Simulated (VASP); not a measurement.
Method: PBE GGA, VASP's PBE PAW potentials (set 64) (plane waves; VASP).

VASP ran on this input.

### POSCAR
```
MnO
1
    2.7655006851     0.0000000000    -0.0000000000
   -0.0000000000     2.7655006851     0.0000000000
    0.0000000000    -0.0000000000     2.7655006851
Mn O
1 1
Direct
  0.0000000000   0.0000000000   0.0000000000
  0.5000000000   0.5000000000   0.5000000000
```

File KPOINTS:
```
kpoints
0
G
 12 12 12
```

INCAR:
```
SYSTEM=MnO
PREC=Accurate; ENCUT=520; LREAL=.FALSE.
LASPH=.TRUE.
EDIFF=1E-6; NELM=100; ALGO=Normal
LMAXMIX=4
ISMEAR=1; SIGMA=0.1
GGA=PE
MAGMOM=4.4 0.2
ISPIN=2
IBRION=2; NSW=60; ISIF=3
EDIFFG=-0.01
LWAVE=.FALSE.; LCHARG=.FALSE.; LORBIT=10
```

POTCAR, in this order: Mn_pv O (PBE.64 set). Program: vasp_std.

Output of the run:

### OUTCAR
```
 ion  position               nearest neighbor table
   1  0.000  0.000  0.000-   2 2.39   2 2.39   2 2.39   2 2.39   2 2.39   2 2.39   2 2.39   2 2.39
  LATTYP: Found a simple cubic cell.
 ALAT       =     2.7655006851
 Subroutine PRICEL returns:
 Original cell was already a primitive cell.
 Subroutine GETGRP returns: Found 48 space group operations
The static configuration has the point symmetry O_h .
The dynamic configuration has the point symmetry O_h .
The overall configuration has the point symmetry O_h .
 Subroutine INISYM returns: Found 48 space group operations
 Subroutine IBZKPT returns following result:
 Found     84 irreducible k-points:

 Following reciprocal coordinates:
            Coordinates               Weight
  0.000000  0.000000  0.000000      1.000000
  0.083333  0.000000  0.000000      6.000000
  0.166667  0.000000  0.000000      6.000000
  0.250000  0.000000  0.000000      6.000000
  0.333333  0.000000  0.000000      6.000000
  0.416667  0.000000  0.000000      6.000000
  0.500000  0.000000  0.000000      3.000000
  0.083333  0.083333  0.000000     12.000000
  0.166667  0.083333  0.000000     24.000000
  0.250000  0.083333  0.000000     24.000000
  0.333333  0.083333  0.000000     24.000000
  0.416667  0.083333  0.000000     24.000000
  0.500000  0.083333  0.000000     12.000000
  0.166667  0.166667  0.000000     12.000000
  0.250000  0.166667  0.000000     24.000000
  0.333333  0.166667  0.000000     24.000000
  0.416667  0.166667  0.000000     24.000000
  0.500000  0.166667  0.000000     12.000000
  0.250000  0.250000  0.000000     12.000000
  0.333333  0.250000  0.000000     24.000000
  0.416667  0.250000  0.000000     24.000000
  0.500000  0.250000  0.000000     12.000000
  0.333333  0.333333  0.000000     12.000000
  0.416667  0.333333  0.000000     24.000000
  0.500000  0.333333  0.000000     12.000000
  0.416667  0.416667  0.000000     12.000000
  0.500000  0.416667  0.000000     12.000000
  0.500000  0.500000  0.000000      3.000000
  0.083333  0.083333  0.083333      8.000000
  0.166667  0.083333  0.083333     24.000000
  0.250000  0.083333  0.083333     24.000000
  0.333333  0.083333  0.083333     24.000000
  0.416667  0.083333  0.083333     24.000000
  0.500000  0.083333  0.083333     12.000000
  0.166667  0.166667  0.083333     24.000000
  0.250000  0.166667  0.083333     48.000000
  0.333333  0.166667  0.083333     48.000000
  0.416667  0.166667  0.083333     48.000000
  0.500000  0.166667  0.083333     24.000000
  0.250000  0.250000  0.083333     24.000000
   k-points           NKPTS =     84   k-points in BZ     NKDIM =     84   number of bands    NBANDS=     15
   number of dos      NEDOS =    301   number of ions     NIONS =      2
   total plane-waves  NPLWV =  13824
   dimension x,y,z NGX =    24 NGY =   24 NGZ =   24
   dimension x,y,z NGXF=    48 NGYF=   48 NGZF=   48
   ions per type =               1   1
   PREC   = accura    normal or accurate (medium, high low for compatibility)
   ISTART =      0    job   : 0-new  1-cont  2-samecut
   ICHARG =      2    charge: 1-file 2-atom 10-const
   ISPIN  =      2    spin polarized calculation?
   LNONCOLLINEAR =      F non collinear calculations
   LSORBIT =      F    spin-orbit coupling
   INIWAV =      1    electr: 0-lowe 1-rand  2-diag
   ENCUT  =  520.0 eV  38.22 Ry    6.18 a.u.   5.14  5.14  5.14*2*pi/ulx,y,z
   NELM   =    100;   NELMIN=  2; NELMDL= -5     # of ELM steps
   EDIFF  = 0.1E-05   stopping-criterion for ELM
   LREAL  =      F    real-space projection
   NLSPLINE    = F    spline interpolate recip. space projectors
   LMAXMIX     =    4 max onsite mixed and CHGCAR
...
```

### OSZICAR
```
       N       E                     dE             d eps       ncg     rms          rms(c)
DAV:   1     0.158878765143E+03    0.15888E+03   -0.11225E+04  5109   0.151E+03
DAV:   2    -0.108435786062E+02   -0.16972E+03   -0.16015E+03  5747   0.390E+02
DAV:   3    -0.179684513159E+02   -0.71249E+01   -0.70700E+01  5222   0.884E+01
DAV:   4    -0.180256375209E+02   -0.57186E-01   -0.57183E-01  5768   0.835E+00
DAV:   5    -0.180263849738E+02   -0.74745E-03   -0.74745E-03  5348   0.937E-01    0.126E+01
DAV:   6    -0.157533980910E+02    0.22730E+01   -0.15176E+01  6655   0.459E+01    0.123E+01
DAV:   7    -0.153580792601E+02    0.39532E+00   -0.27091E+00  5983   0.277E+01    0.703E+00
DAV:   8    -0.153647120718E+02   -0.66328E-02   -0.30476E-01  5194   0.594E+00    0.504E+00
DAV:   9    -0.152981782568E+02    0.66534E-01   -0.45616E-01  6652   0.936E+00    0.442E+00
DAV:  10    -0.153314018938E+02   -0.33224E-01   -0.80728E-02  5166   0.422E+00    0.199E+00
DAV:  11    -0.153266074194E+02    0.47945E-02   -0.47196E-02  6682   0.261E+00    0.502E-01
DAV:  12    -0.153273166540E+02   -0.70923E-03   -0.10760E-02  6268   0.108E+00    0.186E-01
DAV:  13    -0.153272947713E+02    0.21883E-04   -0.60649E-04  5096   0.224E-01    0.131E-01
DAV:  14    -0.153272939633E+02    0.80805E-06   -0.23923E-04  5438   0.139E-01    0.552E-02
DAV:  15    -0.153272991199E+02   -0.51566E-05   -0.26529E-05  5755   0.611E-02    0.135E-02
DAV:  16    -0.153272985185E+02    0.60138E-06   -0.33420E-06  4894   0.195E-02
   1 F= -.15327299E+02 E0= -.15327461E+02  d E =-.153273E+02  mag=     4.9390
       N       E                     dE             d eps       ncg     rms          rms(c)
DAV:   1    -0.153293523768E+02   -0.20533E-02   -0.35034E-02  5089   0.284E+00    0.423E-01
DAV:   2    -0.153273842162E+02    0.19682E-02   -0.44159E-03  5096   0.103E+00    0.339E-01
DAV:   3    -0.153274192107E+02   -0.34995E-04   -0.47106E-04  5166   0.229E-01    0.115E-01
DAV:   4    -0.153274022424E+02    0.16968E-04   -0.17752E-05  5279   0.397E-02    0.517E-02
DAV:   5    -0.153273930862E+02    0.91562E-05   -0.11539E-05  5265   0.364E-02    0.176E-02
DAV:   6    -0.153273925026E+02    0.58365E-06   -0.19626E-06  5010   0.154E-02
   2 F= -.15327393E+02 E0= -.15327549E+02  d E =-.939841E-04  mag=     4.9440
```

OUTCAR:
```
------------------------ aborting loop because EDIFF is reached ----------------------------------------
  FORCE on cell =-STRESS in cart. coord.  units (eV):
  Direction    XX          YY          ZZ          XY          YZ          ZX
  --------------------------------------------------------------------------------------
  Total        0.0153711      0.0153711      0.0153711      0.0000000      0.0000000     -0.0000000
  in kB        1.1610231      1.1610231      1.1610231      0.0000000      0.0000000     -0.0000000
  external PRESSURE =       1.1610231 kB  Pullay stress =       0.0000000 kB
  volume of cell :       21.21
      direct lattice vectors                 reciprocal lattice vectors
     2.768161324 -0.000000000  0.000000000     0.361250622  0.000000000  0.000000000
    -0.000000000  2.768161324  0.000000000     0.000000000  0.361250622  0.000000000
    -0.000000000 -0.000000000  2.768161324    -0.000000000 -0.000000000  0.361250622
 POSITION                                       TOTAL-FORCE (eV/Angst)
 -----------------------------------------------------------------------------------
      0.00000      0.00000      0.00000         0.000000      0.000000      0.000000
      1.38408      1.38408      1.38408        -0.000000     -0.000000      0.000000
 -----------------------------------------------------------------------------------
    total drift:                                0.000000      0.000000     -0.000000
  FREE ENERGIE OF THE ION-ELECTRON SYSTEM (eV)
  ---------------------------------------------------
  free  energy   TOTEN  =       -15.3273925026 eV

  energy  without entropy=      -15.3278609842  energy(sigma->0) =      -15.32754866

 total charge

# of ion       s       p       d       tot
------------------------------------------
    1        0.200   6.163   4.947  11.311
    2        1.570   3.364   0.000   4.934
--------------------------------------------------
tot          1.770   9.527   4.947  16.244

 magnetization (x)

# of ion       s       p       d       tot
------------------------------------------
    1        0.035   0.037   4.366   4.439
    2        0.026   0.221   0.000   0.247
--------------------------------------------------
tot          0.061   0.259   4.366   4.686

 reached required accuracy - stopping structural energy minimisation
```
(Selected blocks of OUTCAR.)

**CONTCAR**
```
MnO
   1.00000000000000
     2.7681613244150478   -0.0000000000000000    0.0000000000000000
    -0.0000000000000000    2.7681613244150478    0.0000000000000000
    -0.0000000000000000   -0.0000000000000000    2.7681613244150478
  Mn              O
     1     1
Direct
     0.0000000000000000    0.0000000000000000    0.0000000000000000
     0.5000000000000000    0.5000000000000000    0.5000000000000000
```

The moments were started parallel, and other spin orders were not tried in this run.

The structure was generated: MnO was put into the CsCl type type (Pm-3m), which need not be its known phase. This run relaxes it. Symmetry was kept, so distortions that lower it aren't found. The start is the result of an earlier pass.
